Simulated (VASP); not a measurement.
All values below come from PBE GGA, VASP's PBE PAW potentials (set 64) (plane waves; VASP).

VASP input:

POSCAR:
```
InP
1.0
  0.0000000000   2.9998804333   2.9998804333
  2.9998804333   0.0000000000   2.9998804333
  2.9998804333   2.9998804333   0.0000000000
In P
1 1
Direct
  0.0000000000   0.0000000000   0.0000000000
  0.2500000000   0.2500000000   0.2500000000
```

**INCAR**
```
# general
SYSTEM =InP
PREC   =Normal
ENCUT  =400   # plane-wave cut-off (eV)
LREAL  =.False.   # projection in real space or not
LASPH  =.True.

# electronic loop
EDIFF  =1E-5   # SCF stop (eV)
NELM   =100   # most electronic steps
NELMIN =4
ALGO   =Fast   # Davidson, then RMM-DIIS
LMAXMIX=4   # l cut-off of mixed one-centre charges

# smearing
ISMEAR =0   # Gaussian
SIGMA  =0.05   # width (eV)

# functional
GGA    =PE   # PBE

# ions
IBRION =2   # conjugate gradients
NSW    =20   # most ionic steps
ISIF   =2
EDIFFG =-0.03   # ionic stop

# output
LWAVE  =.True.
LCHARG =.False.
```

KPOINTS:
```
kpoints
0
gamma
8 8 8
0 0 0
```

POTCAR, in this order: In P (PBE.64 set). Program: vasp_std.

What VASP printed:

File OSZICAR:
```
       N       E                     dE             d eps       ncg     rms          rms(c)
DAV:   1     0.146841054705E+02    0.14684E+02   -0.27930E+03   464   0.630E+02
DAV:   2    -0.809523429892E+01   -0.22779E+02   -0.22239E+02   712   0.860E+01
DAV:   3    -0.874926147363E+01   -0.65403E+00   -0.65403E+00   544   0.186E+01
DAV:   4    -0.875274027484E+01   -0.34788E-02   -0.34788E-02   728   0.152E+00
DAV:   5    -0.875274645382E+01   -0.61790E-05   -0.61790E-05   552   0.544E-02    0.538E+00
RMM:   6    -0.838997745034E+01    0.36277E+00   -0.41004E-01   464   0.333E+00    0.309E+00
RMM:   7    -0.834702493449E+01    0.42953E-01   -0.23778E-01   464   0.270E+00    0.120E+00
RMM:   8    -0.834369243379E+01    0.33325E-02   -0.32685E-02   464   0.131E+00    0.169E-01
RMM:   9    -0.834238402118E+01    0.13084E-02   -0.68252E-03   464   0.620E-01    0.140E-01
RMM:  10    -0.834275475257E+01   -0.37073E-03   -0.19263E-03   464   0.346E-01    0.825E-02
RMM:  11    -0.834269276205E+01    0.61991E-04   -0.44140E-04   465   0.176E-01    0.208E-02
RMM:  12    -0.834269851601E+01   -0.57540E-05   -0.69386E-05   434   0.786E-02
   1 F= -.83426985E+01 E0= -.83426985E+01  d E =-.834270E+01
```

File OUTCAR:
```
------------------------ aborting loop because EDIFF is reached ----------------------------------------
  FORCE on cell =-STRESS in cart. coord.  units (eV):
  Direction    XX          YY          ZZ          XY          YZ          ZX
  --------------------------------------------------------------------------------------
  Total        0.0131323      0.0131323      0.0131323      0.0000000      0.0000000      0.0000000
  in kB        0.3896825      0.3896825      0.3896825      0.0000000      0.0000000      0.0000000
  external PRESSURE =       0.3896825 kB  Pullay stress =       0.0000000 kB
  volume of cell :       53.99
      direct lattice vectors                 reciprocal lattice vectors
     0.000000000  2.999880433  2.999880433    -0.166673310  0.166673310  0.166673310
     2.999880433  0.000000000  2.999880433     0.166673310 -0.166673310  0.166673310
     2.999880433  2.999880433  0.000000000     0.166673310  0.166673310 -0.166673310
  FREE ENERGIE OF THE ION-ELECTRON SYSTEM (eV)
  ---------------------------------------------------
  free  energy   TOTEN  =        -8.3426985160 eV

  energy  without entropy=       -8.3426985159  energy(sigma->0) =       -8.34269852

 reached required accuracy - stopping structural energy minimisation
```
(Selected blocks of OUTCAR.)

The compound is InP in the zinc blende structure. It was relaxed first, which changed the volume by +7 %.
